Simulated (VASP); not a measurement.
An input for Quantum ESPRESSO's pw.x (written as the equivalent of a VASP run, and not itself run):

```
&CONTROL
  calculation = 'vc-relax'
  pseudo_dir = './pseudo'
  outdir = './out'
  tprnfor = .true.
  tstress = .true.
  nstep = 30
  forc_conv_thr = 0.00039
/
&SYSTEM
  ibrav = 0
  nat = 3
  ntyp = 2
  ecutwfc = 84
  occupations = 'smearing'
  smearing = 'methfessel-paxton'
  degauss = 0.00735
  input_dft = 'vdw-df2-b86r'
/
&ELECTRONS
  conv_thr = 7.3e-09
  electron_maxstep = 100
/
&IONS
/
&CELL
  cell_dofree = 'shape'
/
ATOMIC_SPECIES
  Ti 47.867 Ti.upf
  B 10.810 B.upf
CELL_PARAMETERS angstrom
     1.5123570   -2.6194792    0.0000000
     1.5123570    2.6194792    0.0000000
     0.0000000    0.0000000    3.2155413
ATOMIC_POSITIONS crystal
  Ti   0.0000000  1.0000000  0.0000000
  B    0.3333330  0.6666670  0.5000000
  B    0.6666670  0.3333330  0.5000000
K_POINTS automatic
  12 12 10 0 0 0
```

Write the VASP files for the same calculation (rev-vdW-DF2).

Several could match; the one computed here: 
### KPOINTS
```
K-points
0
Gamma
 12 12 10
0 0 0
```

File POSCAR:
```
TiB2
1.0
  1.5123569988  -2.6194791877   0.0000000000
  1.5123569988   2.6194791877   0.0000000000
  0.0000000000   0.0000000000   3.2155412685
Ti B
1 2
Cartesian
  1.5123569988   2.6194791877   0.0000000000
  1.5123569988   0.8731614756   1.6077706342
  1.5123569988  -0.8731614756   1.6077706342
```

**INCAR**
```
ISMEAR = 1
IBRION = 2   # conjugate gradients
SYSTEM = TiB2
ISIF = 4   # ions and shape, fixed volume
SIGMA = 0.1   # width (eV)
LASPH = .True.   # aspherical one-centre terms
EDIFFG = -0.01   # ionic stop
EDIFF = 1E-7   # SCF stop (eV)
PARAM2 = 0.7114
LREAL = .False.   # projection in real space or not
ZAB_VDW = -1.8867
LUSE_VDW = .True.
ALGO = Normal   # blocked Davidson
NSW = 30
PREC = Accurate
LCHARG = .False.
AGGAC = 0.0
LMAXMIX = 4   # l cut-off of mixed one-centre charges
NELM = 100
GGA = MK
ENCUT = 520   # plane-wave cut-off (eV)
PARAM1 = 0.1234568
LWAVE = .False.
```

POTCAR, in this order: Ti_sv B (PBE.64 set). Program: vasp_std.

The two are equivalent in intent, not identical: the potentials are each code's own (VASP's PAW set, PseudoDojo norm-conserving files in pw.x), so ENCUT and ecutwfc are chosen apart and not converted; conv_thr bounds pw.x's estimated SCF error, while EDIFF bounds the energy change between steps; forc_conv_thr acts on force components and is met together with etot_conv_thr.

The compound is TiB2 in the AlB2 type structure. It was relaxed first.
